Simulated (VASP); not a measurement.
An input for Ansatz (written as the equivalent of a VASP run, and not itself run):

Ansatz 0.2 input:
```yaml
crystal:
  lattice:
    - [0.0000000, 1.9576129, 1.9576129]
    - [1.9576129, 0.0000000, 1.9576129]
    - [1.9576129, 1.9576129, 0.0000000]
  atoms:
    - { symbol: Pt, position: [0.0000000, 0.0000000, 0.0000000] }
kpoints:
  mp_grid: { grid: [14, 14, 14] }
hamiltonian:
  xc: pbesol
  pseudopotentials: { kind: paw }
scf:
  occupations: { method: methfessel_paxton, width: 0.1 }
  max_iter: 100
relax:
  max_steps: 40
  f_tol: 0.01
  cell: { p_target: 30 }
output: { forces: true, stress: true, eigenvalues: true }
```

Problem. Translate this input to VASP (INCAR, KPOINTS, POSCAR, choice of POTCAR).

Solution. Several could match; the one computed here: 
**POSCAR**
```
Pt
1
   -0.0000000000     1.9576129219     1.9576129219
    1.9576129219    -0.0000000000     1.9576129219
    1.9576129219     1.9576129219    -0.0000000000
Pt
1
Direct
  0.0000000000   0.0000000000   0.0000000000
```

KPOINTS:
```
Automatic
0
G
14 14 14
0 0 0
```

**INCAR**
```
LCHARG = F
LMAXMIX = 6
GGA = PS
IBRION = 2   ! conjugate gradients
PSTRESS = 300
NSW = 40   ! most ionic steps
ALGO = Normal
EDIFFG = -0.01
EDIFF = 1E-7   ! SCF stop (eV)
ENCUT = 480
SYSTEM = Pt
ISIF = 3
ISMEAR = 1   ! Methfessel-Paxton
PREC = Accurate
LASPH = T
NELM = 100   ! most electronic steps
SIGMA = 0.1   ! width (eV)
LWAVE = F
LREAL = F   ! projection in real space or not
```

POTCAR, in this order: Pt (PBE.64 set). Program: vasp_std.

What does not carry over: each code has its own PAW files, so the cut-off isn't converted (ENCUT is set for VASP's; basis.ecutwfc is left out, and Ansatz then takes the one that its files recommend); Ansatz stops its SCF on the density residual and VASP on the energy change (EDIFF).

The compound is Pt in the fcc structure. This run relaxes it under an external pressure of 30 GPa. Symmetry was kept, so distortions that lower it aren't found.
